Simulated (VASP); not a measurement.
Data:

```yaml
crystal:
  lattice:
    - [3.14562, 0.00000, 0.00000]
    - [-1.57281, 2.72419, 0.00000]
    - [0.00000, 0.00000, 12.06155]
  atoms:
    - { symbol: Mo, position: [0.33333, 0.66667, 0.25000] }
    - { symbol: Mo, position: [0.66667, 0.33333, 0.75000] }
    - { symbol: S, position: [0.33333, 0.66667, 0.62022] }
    - { symbol: S, position: [0.66667, 0.33333, 0.12022] }
    - { symbol: S, position: [0.33333, 0.66667, 0.87978] }
    - { symbol: S, position: [0.66667, 0.33333, 0.37978] }
```

Computed with PBE GGA with D3 dispersion (Becke-Johnson damping), VASP's PBE PAW potentials (set 64) (plane waves; VASP 6.6.1). Run with 400 eV cut-off, Gaussian smearing of 0.050 eV, potentials Mo_sv S.

Task: Give the energies of bands 17 to 30 at the high-symmetry points, in eV from the valence-band maximum.

Result: 
```csv
band,Γ,M,K,A,L,H
17,-3.33,-5.32,-5.08,-3.32,-4.81,-4.89
18,-3.31,-4.51,-4.74,-3.32,-4.81,-4.89
19,-3.31,-3.96,-4.28,-2.68,-3.91,-4.61
20,-2.22,-3.86,-4.28,-2.68,-3.91,-4.61
21,-2.22,-2.89,-3.99,-2.19,-2.75,-3.47
22,-2.15,-2.56,-3.99,-2.19,-2.75,-3.47
23,-2.15,-1.79,-2.74,-2.19,-1.65,-2.99
24,-1.29,-1.52,-2.74,-2.19,-1.65,-2.99
25,-1.10,-1.50,-0.84,-0.27,-1.41,-0.75
26,0.00,-1.34,-0.63,-0.27,-1.41,-0.75
27,2.10,1.63,1.08,2.10,1.65,1.08
28,2.10,1.68,1.08,2.10,1.65,1.08
29,2.13,2.00,1.67,2.10,2.17,2.22
30,2.13,2.32,2.84,2.11,2.17,2.22
```

The gap is indirect, 0.78 eV, from the valence maximum at Γ to the conduction minimum at K-Γ at 0.44.

The structure comes from a measured MoS2 entry (P6_3/mmc) of the Crystallography Open Database, whose conditions weren't checked. It was relaxed first.
